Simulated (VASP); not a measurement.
Runs of VASP 6.6.1 on GaAs. The structure is cubic, space group F-43m (No. 216). The conventional cell has a = 5.690 Å, b = 5.690 Å, c = 5.690 Å, α = 90.00°, β = 90.00°, γ = 90.00°. Around Ga (site symmetry -43m) lie 4 As at 2.46 Å. As (site symmetry -43m) has 4 Ga at 2.46 Å as nearest neighbours. The cell was built by a generator and isn't the measured one.

```tsv
level	potentials or basis	further INCAR settings	pressure (GPa)	moment (μB)
TB-mBJ	VASP PAW PBE potentials, release 64 (Ga_d, As)	ALGO = Normal; EDIFF = 1e-07	-	0.00
LDA	VASP PAW LDA potentials, release 64 (Ga_d, As)	ALGO = Fast; EDIFF = 1e-07	(a)	0.00
r2SCAN	VASP PAW PBE potentials, release 64 (Ga_d, As)	ALGO = Normal; EDIFF = 1e-07	-0.8	0.00
PBE	VASP PAW PBE potentials, release 64 (Ga_d, As)	ALGO = Fast; EDIFF = 1e-07	2.0	0.00
```

Alike in all rows: task single point; spin non-collinear, zero start, SOC; cell as given; k mesh 8 × 8 × 8; cutoff (eV) 520; smearing gaussian 0.02 eV.

Question: Fill in the values left out.

Answer: (a) -2.9.

Caveats: the PAW data sets were made with another functional, which shifts forces and pressure a little (some runs).
